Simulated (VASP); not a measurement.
# PbO (Litharge): structure and properties in VASP, part 5 of 6

Aim: relax PbO (Litharge), then compute properties on the relaxed cell. The start is a cell from a database of measured crystal structures.

VASP 6.6.1, plane waves and PAW; the level of theory is named at each step.

Still holding for the runs below: Spin-orbit coupling is off here; with elements this heavy it splits and shifts levels by tenths of an eV or more.

So far, gap on the k-mesh (eV): step 2 (relaxing cell and atoms (LDA)) 1.03; step 6 (density of states (LDA)) 1.01; step 7 (independent-particle dielectric function (LDA)) 1.01. The relaxed cell has a = 3.948, c = 4.872 Å (conventional setting).

The database entry behind the starting cell differs from later determinations by our own check (an axis about 0.4 % long against later determinations), so it need not match the best structure at ambient conditions.

### 9. Starting orbitals for the hybrid

This step: LDA; plane waves and PAW (Pb_d, O) (VASP 6.6.1).

A hybrid converges badly from random orbitals, so a cheap semilocal run writes a WAVECAR on the same mesh first.

File INCAR:

```
SYSTEM = PbO
PREC = Accurate
ENCUT = 520
EDIFF = 1E-05
NELM = 100
ISMEAR = 0
SIGMA = 0.05
LREAL = .FALSE.
ALGO = Normal
GGA = CA
NBANDS = 26
LORBIT = 11
LWAVE = .TRUE.
LCHARG = .FALSE.
KPAR = 4
```

File POSCAR:

```
PbO
1.0
    3.9476962255      0.0000000000      0.0000000000
    0.0000000000      3.9476962255      0.0000000000
    0.0000000000      0.0000000000      4.8719423396
Pb O
2 2
Direct
    0.0000000000      0.5000000000      0.2422465217
    0.5000000000      0.0000000000      0.7577534783
    0.0000000000      0.0000000000      0.0000000000
    0.5000000000      0.5000000000      0.0000000000
```

File KPOINTS:

```
Automatic mesh
0
Gamma
4 4 3
0 0 0
```

Potentials, in the order of the species: Pb_d and O (LDA family, release 64).

Command:

```bash
> mpirun -np 4 vasp_std
```

Output:

```text
[... set-up lines as in an earlier step ...]
 entering main loop
       N       E                     dE             d eps       ncg     rms          rms(c)
DAV:   1     0.459337778378E+03    0.45934E+03   -0.20094E+04   624   0.186E+03
DAV:   2     0.335941058526E+02   -0.42574E+03   -0.41355E+03   646   0.468E+02
DAV:   3    -0.261888709835E+02   -0.59783E+02   -0.57987E+02   822   0.192E+02
DAV:   4    -0.286820811135E+02   -0.24932E+01   -0.24816E+01   780   0.406E+01
DAV:   5    -0.287422870675E+02   -0.60206E-01   -0.60162E-01   772   0.666E+00    0.119E+01
DAV:   6    -0.246613537225E+02    0.40809E+01   -0.24117E+01   942   0.427E+01    0.521E+00
DAV:   7    -0.244614145735E+02    0.19994E+00   -0.27663E+00   776   0.126E+01    0.242E+00
DAV:   8    -0.244179172768E+02    0.43497E-01   -0.66176E-01   712   0.545E+00    0.988E-01
DAV:   9    -0.243975401980E+02    0.20377E-01   -0.90585E-02   992   0.271E+00    0.226E-01
DAV:  10    -0.243986384627E+02   -0.10983E-02   -0.13212E-02   758   0.818E-01    0.959E-02
DAV:  11    -0.243983465753E+02    0.29189E-03   -0.23899E-03  1076   0.429E-01    0.622E-02
DAV:  12    -0.243983124943E+02    0.34081E-04   -0.21466E-04   866   0.136E-01    0.414E-02
DAV:  13    -0.243982927086E+02    0.19786E-04   -0.10918E-04   768   0.872E-02    0.570E-03
DAV:  14    -0.243982934623E+02   -0.75370E-06   -0.12210E-05   360   0.505E-02
   1 F= -.24398293E+02 E0= -.24398293E+02  d E =-.775535E-12
 writing wavefunctions
```

Run time: 3.4 s. Hardware: 4 MPI ranks of Intel Xeon 6975P-C (Granite Rapids), shared host; peak memory 0.62 GiB; 11 s of CPU time.

Parts of OUTCAR (step 9):

```text
   k-points           NKPTS =     12   k-points in BZ     NKDIM =     12   number of bands    NBANDS=     26

   NELECT =      40.0000    total number of electrons

 E-fermi :   5.5326

 k-point     1 :       0.0000    0.0000    0.0000
  band No.  band energies     occupation
    ...
     16       0.8087      2.00000
     17       3.5085      2.00000
     18       3.5370      2.00000
     19       3.5370      2.00000
     20       5.3065      2.00000
     21       7.8163      0.00000
     22      10.8699      0.00000
     23      10.8699      0.00000
     24      10.9555      0.00000
     25      12.0319      0.00000
    ...

  Total        0.0072675      0.0072675      0.0137290      0.0000000      0.0000000      0.0000000
  in kB        0.1533573      0.1533573      0.2897066      0.0000000      0.0000000      0.0000000
  external PRESSURE =       0.1988071 kB  Pullay stress =       0.0000000 kB

 POSITION                                       TOTAL-FORCE (eV/Angst)
 -----------------------------------------------------------------------------------
      0.00000      1.97385      1.18021         0.000000      0.000000      0.005900
      1.97385      0.00000      3.69173        -0.000000      0.000000     -0.005900
      0.00000      0.00000      0.00000         0.000000     -0.000000      0.000000
      1.97385      1.97385      0.00000        -0.000000      0.000000      0.000000
 -----------------------------------------------------------------------------------
    total drift:                                0.000000      0.000000     -0.000000

  FREE ENERGIE OF THE ION-ELECTRON SYSTEM (eV)
  ---------------------------------------------------
  free  energy   TOTEN  =       -24.3982934623 eV

  energy  without entropy=      -24.3982934623  energy(sigma->0) =      -24.39829346

[... 7 parts as in an earlier step ...]

[... 9 further parts left out ...]
```

A gap read on the k-mesh alone can miss the band edges.

This step gave:

* SCF cycles: 14
* bands: 26
* irreducible k-points: 12
* free energy (TOTEN): -24.40 eV
* Fermi energy: 5.533 eV
* pressure: 0.01988 GPa
* valence top at k: 0, 0, 0
* least direct gap at k: 0.5, 0.5, 0
* gap on the k-mesh: 1.028 eV
* least direct gap on the k-mesh: 2.151 eV

### 10. Bands along the symmetry lines (HSE06)

This step: HSE06; plane waves and PAW (Pb_d, O) (VASP 6.6.1).

HSE06 mixes in a quarter of exact exchange at short range, at far higher cost; in semiconductors this cures much of the gap error, while metals seldom gain.

File INCAR:

```
SYSTEM = PbO
PREC = Accurate
ENCUT = 520
EDIFF = 1E-06
NELM = 100
ISMEAR = 0
SIGMA = 0.05
LREAL = .FALSE.
ALGO = Normal
LHFCALC = .TRUE.
AEXX = 0.25
GGA = PE
HFSCREEN = 0.2
LASPH = .TRUE.
NBANDS = 26
PRECFOCK = Fast
LORBIT = 11
LWAVE = .FALSE.
LCHARG = .FALSE.
KPAR = 4
```

POSCAR is that of step 9.

KPOINTS is that of step 9.

File KPOINTS_OPT:

```
Line mode
6
Line-mode
Reciprocal
  0.00000000   0.00000000   0.00000000 GAMMA
  0.00000000   0.50000000   0.00000000 X

  0.00000000   0.50000000   0.00000000 X
  0.50000000   0.50000000   0.00000000 M

  0.50000000   0.50000000   0.00000000 M
  0.00000000   0.00000000   0.00000000 GAMMA

  0.00000000   0.00000000   0.00000000 GAMMA
  0.00000000   0.00000000   0.50000000 Z

  0.00000000   0.00000000   0.50000000 Z
  0.00000000   0.50000000   0.50000000 R

  0.00000000   0.50000000   0.50000000 R
  0.50000000   0.50000000   0.50000000 A

  0.50000000   0.50000000   0.50000000 A
  0.00000000   0.00000000   0.50000000 Z

  0.00000000   0.50000000   0.00000000 X
  0.00000000   0.50000000   0.50000000 R

  0.50000000   0.50000000   0.00000000 M
  0.50000000   0.50000000   0.50000000 A
```

The run starts from files that an earlier step left in the folder.

Command:

```bash
> mpirun -np 4 vasp_std
```

Output:

```text
[banner, memory and clock lines left out]
running    4 mpi-ranks, on    1 nodes
 distrk:  each k-point on    1 cores,    4 groups
 distr:  one band on    1 cores,    1 groups

 POSCAR found type information on POSCAR PbO
 POSCAR found :  2 types and       4 ions
|                                                                             |
|               ----> ADVICE to this user running VASP <----                  |
|                                                                             |
|     You enforced a specific xc type in the INCAR file but a different       |
|     [... a line on the potential file left out ...]
|     I HOPE YOU KNOW WHAT YOU ARE DOING!                                     |
|                                                                             |

 LDA part: xc-table for (Slater+PW92), standard interpolation
 found WAVECAR, reading the header
 POSCAR, INCAR and KPOINTS ok, starting setup
 FFT: planning ... GRIDC
 FFT: planning ... GRID_SOFT
 FFT: planning ... GRID
 reading WAVECAR
 the WAVECAR file was read successfully
 initial charge from wavefunction
 entering main loop
       N       E                     dE             d eps       ncg     rms          rms(c)
DAV:   1    -0.265915864509E+02   -0.26592E+02   -0.25592E+00   774   0.196E+01    0.180E+00
DAV:   2    -0.265442764617E+02    0.47310E-01   -0.29496E-01   756   0.440E+00    0.845E-01
DAV:   3    -0.265422348597E+02    0.20416E-02   -0.10241E-01   846   0.246E+00    0.569E-01
DAV:   4    -0.265397898445E+02    0.24450E-02   -0.62680E-03   834   0.148E+00    0.293E-01
DAV:   5    -0.265393435163E+02    0.44633E-03   -0.50007E-03   926   0.687E-01    0.130E-01
DAV:   6    -0.265392524078E+02    0.91108E-04   -0.38834E-04   768   0.185E-01    0.748E-02
DAV:   7    -0.265392248535E+02    0.27554E-04   -0.17564E-04   908   0.101E-01    0.487E-02
DAV:   8    -0.265392285557E+02   -0.37022E-05   -0.22838E-05   764   0.437E-02    0.301E-02
DAV:   9    -0.265392291909E+02   -0.63520E-06   -0.98490E-06   754   0.295E-02
   1 F= -.26539229E+02 E0= -.26539229E+02  d E =-.129913E-14
 Start KPOINTS_OPT (optional k-point list driver)
k-point batch [1-12\54]
       N       E                     dE             ncg
DAV:   1     0.279472914861E+04   -0.77227E+04      624
DAV:   2    -0.269309933691E+04   -0.54878E+04      636
DAV:   3    -0.343411337633E+04   -0.74101E+03      756
DAV:   4    -0.349079715789E+04   -0.56684E+02      810
DAV:   5    -0.349259256554E+04   -0.17954E+01      864
DAV:   6    -0.349264299046E+04   -0.50425E-01      856
DAV:   7    -0.349264511706E+04   -0.21266E-02      936
DAV:   8    -0.349264516402E+04   -0.46957E-04      800
DAV:   9    -0.349264516456E+04   -0.53693E-06      592
[...]
k-point batch [49-54\54]
       N       E                     dE             ncg
DAV:   1     0.834519702727E+04   -0.74004E+04      312
DAV:   2     0.559362168833E+04   -0.27516E+04      322
DAV:   3     0.523713106867E+04   -0.35649E+03      378
DAV:   4     0.520385621688E+04   -0.33275E+02      358
DAV:   5     0.520280289996E+04   -0.10533E+01      384
DAV:   6     0.520276790862E+04   -0.34991E-01      436
DAV:   7     0.520276693191E+04   -0.97670E-03      412
DAV:   8     0.520276690933E+04   -0.22588E-04      404
DAV:   9     0.520276690906E+04   -0.26766E-06      274
```

Elapsed: 6.7 min, on 4 MPI ranks; peak memory 1.3 GiB.

OUTCAR, selected parts (step 10):

```text
   k-points           NKPTS =     12   k-points in BZ     NKDIM =     48   number of bands    NBANDS=     26

   NELECT =      40.0000    total number of electrons

  exchange ACFDT corr.  =         0.00000000  see jH, gK, PRB 81, 115126

 E-fermi :   5.4571

 k-point     1 :       0.0000    0.0000    0.0000
  band No.  band energies     occupation
    ...
     16      -0.0052      2.00000
     17       2.8212      2.00000
     18       2.8769      2.00000
     19       2.8769      2.00000
     20       5.1981      2.00000
     21       8.6379      0.00000
     22      11.7581      0.00000
     23      11.7581      0.00000
     24      11.9619      0.00000
     25      13.1482      0.00000
    ...

 POSITION                                       TOTAL-FORCE (eV/Angst)
 -----------------------------------------------------------------------------------
      0.00000      1.97385      1.18021         0.000000     -0.000000     -0.051216
      1.97385      0.00000      3.69173         0.000000      0.000000      0.051216
      0.00000      0.00000      0.00000        -0.000000     -0.000000      0.000000
      1.97385      1.97385      0.00000        -0.000000      0.000000      0.000000
 -----------------------------------------------------------------------------------
    total drift:                               -0.000005     -0.000002      0.000001

  FREE ENERGIE OF THE ION-ELECTRON SYSTEM (eV)
  ---------------------------------------------------
  free  energy   TOTEN  =       -26.5392291909 eV

  energy  without entropy=      -26.5392291909  energy(sigma->0) =      -26.53922919

[... 8 parts as in an earlier step ...]

[... 8 further parts left out ...]
```

The k-mesh is coarse for exact exchange; levels may shift by about 0.1 eV on a finer one. The PAW data sets were made with LDA, a small mismatch for this functional.

Numbers from this step:

```yaml
scf_cycles: 9
free_energy_toten: -26.54 eV
fermi_energy: 5.457 eV
least_gap_on_mesh_and_path: 1.719 eV
least_direct_gap_on_mesh_and_path: 3.344 eV
valence_top_at_k: 0, 0.1, 0
least_direct_gap_at_k: 0, 0, 0.2
```

The electronic bands at the labelled points (eV, zero at the valence-band top; v1 is the highest filled band, c1 the lowest empty one):

| point | v4 | v3 | v2 | v1 | c1 | c2 | c3 | c4 |
| --- | --- | --- | --- | --- | --- | --- | --- | --- |
| Γ | -2.38 | -2.32 | -2.32 | 0.00 | 3.44 | 6.56 | 6.56 | 6.76 |
| 0.40 of the way | -3.03 | -2.62 | -2.47 | -0.12 | 4.38 | 4.71 | 6.80 | 6.94 |
| X | -3.81 | -3.81 | -2.06 | -2.06 | 4.39 | 4.39 | 7.84 | 7.84 |
| 0.40 of the way | -2.99 | -2.99 | -1.92 | -1.92 | 3.68 | 3.68 | 6.65 | 6.65 |
| M | -1.87 | -1.87 | -1.63 | -1.63 | 1.72 | 1.72 | 6.25 | 6.25 |
| 0.40 of the way | -3.23 | -3.22 | -1.81 | -0.94 | 3.16 | 3.85 | 5.92 | 6.64 |
| Γ | -2.38 | -2.32 | -2.32 | 0.00 | 3.44 | 6.56 | 6.56 | 6.76 |
| 0.40 of the way | -2.40 | -2.33 | -2.33 | -0.28 | 3.07 | 5.64 | 5.64 | 6.27 |
| Z | -2.43 | -2.35 | -2.35 | -1.33 | 2.86 | 4.73 | 4.73 | 5.00 |
| 0.40 of the way | -2.82 | -2.64 | -1.55 | -1.30 | 3.05 | 3.74 | 5.18 | 7.22 |
| R | -3.77 | -3.77 | -1.29 | -1.29 | 4.01 | 4.01 | 7.34 | 7.34 |
| 0.60 of the way | -2.13 | -2.13 | -2.02 | -2.02 | 4.43 | 4.43 | 5.38 | 5.38 |
| A | -2.61 | -2.61 | -1.63 | -1.63 | 4.19 | 4.19 | 6.03 | 6.03 |
| 0.40 of the way | -3.03 | -2.06 | -1.80 | -1.58 | 3.65 | 4.37 | 5.13 | 6.83 |
| Z | -2.43 | -2.35 | -2.35 | -1.33 | 2.86 | 4.73 | 4.73 | 5.00 |
| jump to X | -3.81 | -3.81 | -2.06 | -2.06 | 4.39 | 4.39 | 7.84 | 7.84 |
| 0.60 of the way | -3.78 | -3.78 | -1.52 | -1.52 | 4.13 | 4.13 | 7.50 | 7.50 |
| R | -3.77 | -3.77 | -1.29 | -1.29 | 4.01 | 4.01 | 7.34 | 7.34 |
| jump to M | -1.87 | -1.87 | -1.63 | -1.63 | 1.72 | 1.72 | 6.25 | 6.25 |
| 0.40 of the way | -2.14 | -2.14 | -1.63 | -1.63 | 2.34 | 2.34 | 6.55 | 6.55 |
| A | -2.61 | -2.61 | -1.63 | -1.63 | 4.19 | 4.19 | 6.03 | 6.03 |

Of the projections kept (Pb, O), the largest for each band there; the rest of the weight can lie on other orbitals:

| point | v4 | v3 | v2 | v1 | c1 | c2 | c3 | c4 |
| --- | --- | --- | --- | --- | --- | --- | --- | --- |
| Γ | O 0.93 | O 0.91 | O 0.91 | O 0.53 | Pb 0.82 | Pb 0.68 | Pb 0.68 | Pb 0.96 |
| X | O 0.81 | O 0.81 | O 0.58 | O 0.58 | Pb 0.64 | Pb 0.64 | Pb 0.80 | Pb 0.80 |
| M | Pb 0.61 | Pb 0.61 | O 0.97 | O 0.97 | Pb 0.84 | Pb 0.84 | Pb 0.90 | Pb 0.90 |
| Γ | O 0.93 | O 0.91 | O 0.91 | O 0.53 | Pb 0.82 | Pb 0.68 | Pb 0.68 | Pb 0.96 |
| Z | O 0.92 | O 0.90 | O 0.90 | O 0.76 | Pb 0.94 | Pb 0.93 | Pb 0.93 | Pb 0.87 |
| R | O 0.82 | O 0.82 | O 0.65 | O 0.65 | O 0.53 | O 0.53 | Pb 0.87 | Pb 0.87 |

Force by atom:

| atom | x (eV/Å) | y (eV/Å) | z (eV/Å) | size |
| --- | --- | --- | --- | --- |
| Pb1 | 0.0000 | 0.0000 | -0.0512 | 0.0512 |
| Pb2 | 0.0000 | 0.0000 | 0.0512 | 0.0512 |
| O3 | 0.0000 | 0.0000 | 0.0000 | 0.0000 |
| O4 | 0.0000 | 0.0000 | 0.0000 | 0.0000 |

The gap moves by +0.71 eV against LDA, which ran on another mesh.

(Continued in part 6 of 6.)

[Lines on the potential files, build, host, timing and source positions are cut from VASP's logs without a mark.]

[Logs are printed without paths, hosts, clocks, repeated set-up lines and the standing remarks that a program may print on its own settings, such as how far it seeks lower states.]

[Hosts, paths, dates, database ids (printed as entryN), source tags and the programs' standing remarks are cut or masked in the printed files.]

[A measured line is paired with the nearest computed mode of its activity, which favours agreement.]
